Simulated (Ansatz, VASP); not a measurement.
# Si81C121 (amorphous Si0.40C0.60): VASP beside Ansatz

One calculation is typed for both programs; each brings its own data sets. How far apart do they land? Of the first pair: The structure shown is the start of the Ansatz relaxation below; VASP solves that cell, so the two are compared at the walk's first step.

Calculated with Ansatz 0.2.0; plane waves, with VASP 6.6.1 beside it; single point at PBEsol.

## 1. The starting structure

The cell holds 202 atoms: 81 Si and 121 C. Cell: a = 12.722 Å, b = 13.020 Å, c = 13.099 Å, α = 89.6°, β = 90.9°, γ = 89.8°. As first built, before any earlier steps moved the atoms (in the runner's words): 202 atoms (81 Si, 121 C) placed at random at 2.88 g/cm^3, melted at 4500 K for 10 ps at fixed volume with the Erhart-Albe potential (Erhart and Albe, Phys. Rev. B 71, 035211 (2005)). Quenched from 4500 K to 700 K at 100 K/ps and fixed volume, held 5 ps, then minimised at fixed cell.

## 2. Ansatz: relaxation, PBEsol

Ansatz runs on its PAW soft_1 files.

The two programs are compared at the cell with which this relaxation starts, whose forces are those of its first step.

File input.yaml:

```yaml
crystal:
  lattice:
    - [12.72192, 0.02174, -0.09874]
    - [0.02174, 13.01954, 0.04444]
    - [-0.09874, 0.04444, 13.09885]
  atoms:
    - { symbol: Si, position: [0.19369, 0.2061, 0.2155] }
    - { symbol: Si, position: [0.92435, 0.86765, 0.17914] }
    - { symbol: Si, position: [0.64472, 0.48841, 0.26771] }
    - { symbol: Si, position: [0.57204, 0.85569, 0.92417] }
    - { symbol: Si, position: [0.31077, 0.21718, 0.97426] }
    - { symbol: Si, position: [0.55069, 0.63355, 0.99265] }
    - { symbol: Si, position: [0.03819, 0.47653, 0.62034] }
    - { symbol: Si, position: [0.40824, 0.82267, 0.07463] }
    - { symbol: Si, position: [0.59034, 0.71738, 0.4109] }
    - { symbol: Si, position: [0.60509, 0.87591, 0.58122] }
    - { symbol: Si, position: [0.38835, 0.86331, 0.24656] }
    - { symbol: Si, position: [0.35867, 0.03664, 0.28092] }
    - { symbol: Si, position: [0.06601, 0.72712, 0.00065] }
    - { symbol: Si, position: [0.88475, 0.23124, 0.84831] }
    - { symbol: Si, position: [0.07023, 0.25609, 0.07564] }
    - { symbol: Si, position: [0.68053, 0.10771, 0.60727] }
    - { symbol: Si, position: [0.45025, 0.04936, 0.00438] }
    - { symbol: Si, position: [0.86046, 0.18105, 0.51555] }
    - { symbol: Si, position: [0.41283, 0.76989, 0.48923] }
    - { symbol: Si, position: [0.77011, 0.57436, 0.92231] }
    - { symbol: Si, position: [0.40717, 0.42227, 0.17748] }
    - { symbol: Si, position: [0.46908, 0.44239, 0.46841] }
    - { symbol: Si, position: [0.6841, 0.39077, 0.07547] }
    - { symbol: Si, position: [0.18154, 0.584, 0.84033] }
    - { symbol: Si, position: [0.92746, 0.67503, 0.6029] }
    - { symbol: Si, position: [0.4841, 0.06323, 0.70879] }
    - { symbol: Si, position: [0.16373, 0.71545, 0.6111] }
    - { symbol: Si, position: [0.46667, 0.42493, 0.97787] }
    - { symbol: Si, position: [0.10414, 0.48772, 0.37459] }
    - { symbol: Si, position: [0.01944, 0.64742, 0.15656] }
[... 166 atom lines left out ...]
    - { symbol: C, position: [0.11877, 0.85633, 0.27798] }
    - { symbol: C, position: [0.10211, 0.93598, 0.63285] }
    - { symbol: C, position: [0.79708, 0.15796, 0.05109] }
    - { symbol: C, position: [0.27598, 0.24872, 0.724] }
    - { symbol: C, position: [0.60756, 0.23224, 0.78646] }
    - { symbol: C, position: [0.40933, 0.35486, 0.57237] }
kpoints:
  mp_grid: { grid: [1, 1, 1] }
hamiltonian:
  xc: pbesol
  pseudopotentials: { kind: paw, azcp: { folder: soft_1 }, xc_functional: pbe }
scf:
  occupations: { method: fermi_dirac, width: 0.05 }
output:
  forces: true
  eigenvalues: true
  stress: true
relax:
  f_tol: 0.05
  max_steps: 70
```

Started as:

```bash
$ ansatz run input.yaml --threads 8 --pin off --max-ram 15872MiB --backend cpu --events-out ev --progress --plain --runs-dir out
```

Numbers of over 12 decimals in the logs are rounded to 6 here.

The program printed:

```text
Warning: output.stress: scf.convergence.dr2_threshold = 1e-7 eV (the SCF's general default) is looser than the 1.08e-8 eV advised for a printed stress (1e-10 eV for each atom of the cell: 202, of which 108 are counted). What an SCF threshold leaves in a stress goes as its square root, and in the free energy as the threshold itself, and one threshold admits the most on a small cell: [figures from the program's tests c [...]
Engine: ansatz 0.2.0, aarch64-unknown-linux-gnu
Pseudopotentials: kind: paw
Pseudopotential: Si, paw, valence charge 4, recommended cutoff 420 eV (normal), soft_1/Si.paw.azcp
Pseudopotential: C, paw, valence charge 4, recommended cutoff 420 eV (normal), soft_1/C.paw.azcp
Functional definition: PBEsol
  exchange = pbesol_x
  correlation = pbesol_c
Crystal: 202 atoms, lattice volume = 2169.451 Å³
Basis set: ecut = 420 eV, 42417 PW (Γ), exchange–correlation on 180×180×180 points (8 copies of the dense FFT grid, shifted against one another)
Bands: 606, of which v1, the nominal top of the filled ones, is band 404 counted from 1 (403 counted from 0)
Symmetry: 1 space group operations
Space group: P1 (ITA 1), of the structure as read, at distance tolerance 1.3e-4 Å
k-points: 1
Non-local potential: Si, projectors of the file, l = 0: 2, l = 1: 2, l = 2: 1
Non-local potential: C, projectors of the file, l = 0: 2, l = 1: 2, l = 2: 1
PAW form: soft (Blöchl's): semilocal exchange-correlation on the pseudo side does not see the compensation charge
PAW frozen core: Si, regenerated for the run's functional, and the local potential with it (the file was generated under x = pbe(κ = 0.804, μ = 0.219515), c = pbe(β = 0.066725))
PAW frozen core: C, regenerated for the run's functional, and the local potential with it (the file was generated under x = pbe(κ = 0.804, μ = 0.219515), c = pbe(β = 0.066725))
PAW one-centre angular grid: Si, 110 points (default); XC on 64 Gauss nodes
PAW one-centre angular grid: C, 110 points (default); XC on 64 Gauss nodes
Initial density: superposition of atomic densities (chi_scale 0.1, normalization cell, long waves 2 % of neutral atoms (reshape's long-wave potential 1.02 eV rms, cloud 1.87 Å wide))
Initial wavefunctions: pseudopotential atomic-orbital guess
Functional: x = pbesol(κ = 0.804, μ = 0.123457), c = pbesol(β = 0.046)
SCF iter   1: F=—  HF=-80174.232823 eV  |F-HF|=—  |Δ(HF+E_count)|=         —  Δρ=9.85e-2  dr2=4.10e2  ethr=3.10e-3  ⟨swp⟩=6.0  Hψ=2804  notcnv=0  defer=89
preconditioner: auto → Kerker (q_TF=auto, 2.314 Å⁻¹)  [metal: Δε(μ)=0.066 eV  Ē_g=11.539 eV  σ=0.050 eV  W_gap=0.32  n_scr=460 (ndim 8)  ℏωp=22.7 eV  f_vac=0.000  D(μ)=23.13/eV (n_scr^D=92)]
SCF iter   2: F=—  HF=-80119.453164 eV  |F-HF|=—  |Δ(HF+E_count)|=    5.48e1  Δρ=5.34e-2  dr2=1.78e2  ethr=3.10e-3  ⟨swp⟩=3.0  Hψ=1119  notcnv=0  defer=170
preconditioner: auto → Resta (q_TF=auto, 2.314 Å⁻¹)  ε∞=5.0  [insulator: Δε(μ)=0.145 eV  Ē_g=11.353 eV  σ=0.050 eV  W_gap=0.61  n_scr=460 (ndim 8)  ℏωp=22.7 eV  f_vac=0.000  D(μ)=17.03/eV (n_scr^D=70)  ε∞_Penn≈5.0]
SCF iter   3: F=—  HF=-80088.037098 eV  |F-HF|=—  |Δ(HF+E_count)|=    3.14e1  Δρ=1.03e-2  dr2=3.83e0  ethr=3.10e-3  ⟨swp⟩=4.0  Hψ=1608  notcnv=0  defer=169
SCF iter   4: F=—  HF=-80087.523716 eV  |F-HF|=—  |Δ(HF+E_count)|=   5.13e-1  Δρ=4.08e-3  dr2=1.39e0  ethr=4.74e-4  ⟨swp⟩=5.0  Hψ=657  notcnv=0  defer=169
SCF iter   5: F=—  HF=-80087.456883 eV  |F-HF|=—  |Δ(HF+E_count)|=   6.68e-2  Δρ=1.73e-3  dr2=2.38e-1  ethr=1.72e-4  ⟨swp⟩=3.0  Hψ=712  notcnv=0  defer=169
SCF iter   6: F=—  HF=-80087.446562 eV  |F-HF|=—  |Δ(HF+E_count)|=   1.03e-2  Δρ=4.25e-4  dr2=6.47e-3  ethr=2.95e-5  ⟨swp⟩=2.0  Hψ=714  notcnv=0  defer=169
SCF iter   7: F=—  HF=-80087.448958 eV  |F-HF|=—  |Δ(HF+E_count)|=   2.40e-3  Δρ=1.27e-4  dr2=6.98e-4  ethr=8.01e-7  ⟨swp⟩=2.0  Hψ=1043  notcnv=0  defer=169
SCF iter   8: F=—  HF=-80087.449221 eV  |F-HF|=—  |Δ(HF+E_count)|=   2.63e-4  Δρ=3.61e-5  dr2=7.50e-5  ethr=8.64e-8  ⟨swp⟩=2.0  Hψ=655  notcnv=0  defer=169
[...]
- { symbol: C, position: [0.917042, 0.574381, 0.319583] }
    - { symbol: C, position: [0.313396, 0.989094, 0.958911] }
    - { symbol: C, position: [0.883125, 0.673611, 0.300118] }
    - { symbol: C, position: [0.276567, 0.864233, 0.722642] }
    - { symbol: C, position: [0.586832, 0.338563, 0.838062] }
    - { symbol: C, position: [0.791658, 0.00704292, 0.276296] }
    - { symbol: C, position: [0.168429, 0.718354, 0.466326] }
    - { symbol: C, position: [0.939183, 0.486835, 0.503024] }
    - { symbol: C, position: [0.960890, 0.580053, 0.824340] }
    - { symbol: C, position: [0.223369, 0.361008, 0.699095] }
    - { symbol: C, position: [0.996399, 0.030255, 0.967496] }
    - { symbol: C, position: [0.471744, 0.394562, 0.833888] }
    - { symbol: C, position: [0.613773, 0.991653, 0.673195] }
    - { symbol: C, position: [0.302578, 0.569697, 0.600277] }
    - { symbol: C, position: [0.137208, 0.410803, 0.201744] }
    - { symbol: C, position: [0.849248, 0.479589, 0.095823] }
    - { symbol: C, position: [0.870764, 0.017556, 0.933983] }
    - { symbol: C, position: [0.955153, 0.423507, 0.727194] }
    - { symbol: C, position: [0.968342, 0.072749, 0.243938] }
    - { symbol: C, position: [0.895029, 0.723955, 0.200883] }
    - { symbol: C, position: [0.968365, 0.565296, 0.423194] }
    - { symbol: C, position: [0.192146, 0.187394, 0.780246] }
    - { symbol: C, position: [0.119860, 0.835576, 0.078403] }
    - { symbol: C, position: [0.056603, 0.635198, 0.775711] }
[...]
- { symbol: C, position: [0.00505392, 0.170086, 0.511242] }
    - { symbol: C, position: [0.135506, 0.361596, 0.611057] }
    - { symbol: C, position: [0.119893, 0.854611, 0.280653] }
    - { symbol: C, position: [0.104536, 0.938296, 0.633190] }
    - { symbol: C, position: [0.797184, 0.158602, 0.050337] }
    - { symbol: C, position: [0.272475, 0.251942, 0.723940] }
    - { symbol: C, position: [0.605863, 0.231676, 0.785586] }
    - { symbol: C, position: [0.409112, 0.356451, 0.572479] }
```

The column dr2 measures how far the density is from self-consistency, as an energy; F and HF (Harris–Foulkes) agree once it is small.

## 3. VASP: single point, PBEsol, start cell, pair 1

The same cell, functional, mesh and smearing now go to VASP, with its own data sets.

Lines of VASP's logs that name or quote its potential files are left out, and so is its time.

File INCAR:

```
SYSTEM = Si81C121
PREC = Accurate
ENCUT = 520
EDIFF = 1E-06
NELM = 120
ISMEAR = -1
SIGMA = 0.05
LREAL = Auto
ALGO = Normal
GGA = PS
NBANDS = 545
LORBIT = 11
LWAVE = .FALSE.
LCHARG = .FALSE.
ISIF = 2
LASPH = .TRUE.
GGA_COMPAT = .FALSE.
```

File POSCAR:

```
Si81C121
1.0
   12.7219200000      0.0217400000     -0.0987400000
    0.0217400000     13.0195400000      0.0444400000
   -0.0987400000      0.0444400000     13.0988500000
Si C
81 121
Direct
    0.1936891292      0.2060988715      0.2154972254
    0.9243514647      0.8676530562      0.1791387764
    0.6447230718      0.4884110205      0.2677070865
    0.5720402094      0.8556902746      0.9241694022
    0.3107689220      0.2171772279      0.9742636924
    0.5506905610      0.6335488398      0.9926535746
    0.0381933119      0.4765300406      0.6203364580
    0.4082390042      0.8226717983      0.0746286876
    0.5903414175      0.7173836870      0.4108994133
    0.6050932162      0.8759077379      0.5812206082
    0.3883515368      0.8633100721      0.2465621281
    0.3586676537      0.0366386696      0.2809167692
    0.0660086349      0.7271175571      0.0006492622
    0.8847512729      0.2312421649      0.8483098851
    0.0702331810      0.2560929061      0.0756367204
    0.6805277840      0.1077087477      0.6072677171
    0.4502511709      0.0493578822      0.0043793414
    0.8604573379      0.1810496072      0.5155502745
    0.4128283467      0.7698877023      0.4892298837
    0.7701103668      0.5743574881      0.9223112144
    0.4071668332      0.4222699986      0.1774764941
    0.4690827707      0.4423878197      0.4684119230
    0.6840993034      0.3907721589      0.0754709040
    0.1815432064      0.5839998134      0.8403312218
    0.9274586793      0.6750272461      0.6028986559
    0.4841023256      0.0632262841      0.7087866864
    0.1637320425      0.7154464213      0.6110973454
    0.4666683226      0.4249303748      0.9778717158
    0.1041418327      0.4877199303      0.3745907993
    0.0194376122      0.6474207174      0.1565593845
[... 166 atom lines left out ...]
    0.1187737947      0.8563332178      0.2779764847
    0.1021103110      0.9359820958      0.6328484812
    0.7970817491      0.1579626566      0.0510872322
    0.2759788461      0.2487204279      0.7240022609
    0.6075581793      0.2322387150      0.7864636671
    0.4093329411      0.3548562482      0.5723668660
```

File KPOINTS:

```
Automatic mesh
0
Gamma
1 1 1
0 0 0
```

PAW data sets: Si and C (PBE family, release 64).

Started as:

```bash
$ export OMP_NUM_THREADS=3
$ mpirun -np 1 vasp_gam
```

The program printed:

```text
[banner, memory and clock lines left out]
running    1 mpi-ranks, on    1 nodes
[...]
Offloading initialized ...    1 GPUs detected
[...]
|                                                                             |
|               ----> ADVICE to this user running VASP <----                  |
|                                                                             |
|     You enforced a specific xc type in the INCAR file but a different       |
|     [... a line on the potential file left out ...]
|     I HOPE YOU KNOW WHAT YOU ARE DOING!                                     |
|                                                                             |

 LDA part: xc-table for (Slater+PW92), standard interpolation
 POSCAR, INCAR and KPOINTS ok, starting setup
[...]
entering main loop
       N       E                     dE             d eps       ncg     rms          rms(c)
DAV:   1     0.483205378806E+04    0.48321E+04   -0.42486E+05  1090   0.143E+03
DAV:   2    -0.102386931833E+04   -0.58559E+04   -0.54916E+04  1355   0.288E+02
DAV:   3    -0.162012081621E+04   -0.59625E+03   -0.57974E+03  1348   0.861E+01
DAV:   4    -0.164023114267E+04   -0.20110E+02   -0.19907E+02  1308   0.171E+01
[...]
DAV:  16    -0.152971927941E+04    0.50556E-05   -0.84909E-05  1276   0.132E-02    0.191E-02
DAV:  17    -0.152971927941E+04    0.15698E-08   -0.30674E-05  1276   0.757E-03    0.676E-03
DAV:  18    -0.152971927988E+04   -0.47327E-06   -0.73639E-06  1212   0.361E-03
   1 F= -.15297193E+04 E0= -.15296348E+04  d E =-.169038E+00
```

From OUTCAR (step 3):

```text
  FREE ENERGIE OF THE ION-ELECTRON SYSTEM (eV)
  ---------------------------------------------------
  free  energy   TOTEN  =     -1529.7192798833 eV

  energy  without entropy=    -1529.5502417524  energy(sigma->0) =    -1529.63476082

[... 2 further parts left out ...]
[key lines of the parts left out:]
E-fermi :   7.8786
```

The run ends at a pressure of -5.44 GPa, with forces up to 0.37 eV/Å.

## 4. Side by side

Known differences besides the potentials themselves: the cutoff is 420 eV in Ansatz and 520 eV in VASP (PREC = Accurate, projectors in real space); Ansatz makes its cores anew for this functional, VASP keeps those of its PBE data sets. Total energies have different zeros and are not compared.

Forces on 8 of the 202 atoms, those with the largest forces and the largest differences (eV/Å; atoms numbered as in POSCAR):

| atom | Ansatz x, y, z | VASP x, y, z |
| --- | --- | --- |
| C89 | 0.267, 0.236, 0.140 | 0.229, 0.203, 0.126 |
| C111 | -0.167, 0.249, -0.204 | -0.134, 0.211, -0.168 |
| C118 | 0.299, 0.198, 0.024 | 0.263, 0.166, 0.015 |
| C143 | 0.345, 0.068, 0.042 | 0.312, 0.053, 0.039 |
| C153 | 0.324, 0.094, 0.033 | 0.273, 0.075, 0.020 |
| C174 | 0.058, 0.394, 0.128 | 0.050, 0.354, 0.092 |
| C188 | 0.115, -0.362, 0.066 | 0.109, -0.307, 0.065 |
| C192 | -0.197, -0.329, -0.058 | -0.168, -0.293, -0.039 |

The forces differ by 15 meV/Å r.m.s., which is 15.9 % of the r.m.s. force of 0.097 eV/Å (both taken over all components).

(Part 1 of 2 ends here.)

[Lines on the potential files, build, host, timing and source positions are cut from VASP's logs without a mark.]

[Logs are printed without paths, hosts, clocks, repeated set-up lines and the standing remarks that a program may print on its own settings, such as how far it seeks lower states.]

[Hosts, paths, dates, database ids (printed as entryN), source tags and the programs' standing remarks are cut or masked in the printed files.]
